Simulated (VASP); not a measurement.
Given:

```xyz
2
Lattice="0.0000 2.7967 2.7967 2.7967 0.0000 2.7967 2.7967 2.7967 0.0000" Properties=species:S:1:pos:R:3 pbc="T T T"
Ag     0.0000     0.0000     0.0000
Cl     2.7967     2.7967     2.7967
```

All values below come from PW91 GGA, VASP's PBE PAW potentials (set 64) (plane waves; VASP). Run with 520 eV cut-off, 9×9×9 Γ-centred mesh, tetrahedra with Blöchl corrections, potentials Ag Cl.

Question: Predict the energy per atom (σ→0).

Answer: 
The energy per atom (σ→0) is -2.735 eV/atom.

Total energies compare only between runs with the same potentials, cut-off and functional.

The compound is AgCl in the rock salt structure. It was relaxed first.
